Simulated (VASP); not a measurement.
Consider the following.

```cif
data_AlNi
_chemical_formula_sum 'Al1 Ni1'
_space_group_name_H-M_alt 'Pm-3m'
_space_group_IT_number 221
_space_group_name_Hall '-P 4 2 3'
_cell_length_a 2.89269
_cell_length_b 2.89269
_cell_length_c 2.89269
_cell_angle_alpha 90.000
_cell_angle_beta 90.000
_cell_angle_gamma 90.000
loop_
_atom_site_label
_atom_site_type_symbol
_atom_site_symmetry_multiplicity
_atom_site_Wyckoff_symbol
_atom_site_fract_x
_atom_site_fract_y
_atom_site_fract_z
_atom_site_occupancy
Al1 Al 1 b 0.50000 0.50000 0.50000 1
Ni1 Ni 1 a 0.00000 0.00000 0.00000 1
```

These are PBE GGA, VASP's PBE PAW potentials (set 64) (plane waves; VASP) values and carry that method's errors. Numerical set-up: 480 eV cut-off, 12×12×12 Γ-centred mesh, first-order Methfessel-Paxton smearing of 0.10 eV, potentials Al Ni.

Each relaxation starts from this cell; other phases were not tried.

Problem. The cell is relaxed at 5 GPa. What happens?

Solution. The volume per atom goes from 12.10 to 11.76 Å³ (-2.8 %), and the cell becomes a = 2.865 Å, b = 2.865 Å, c = 2.865 Å, α = 90.00°, β = 90.00°, γ = 90.00°, space group Pm-3m.

Problem. The cell is relaxed at 15 GPa. What happens?

Solution. The volume per atom goes from 12.10 to 11.18 Å³ (-7.6 %), and the cell becomes a = 2.8175 Å, b = 2.8175 Å, c = 2.8175 Å, α = 90.00°, β = 90.00°, γ = 90.00°, space group Pm-3m.

Failed runs are left out, and for metals the shear rows, which the mesh's noise covers.

The compound is NiAl in the CsCl type structure. The run is not spin-polarised, so no magnetic state was tried. The electron count is odd and the run is not spin-polarised, which forces a metal.
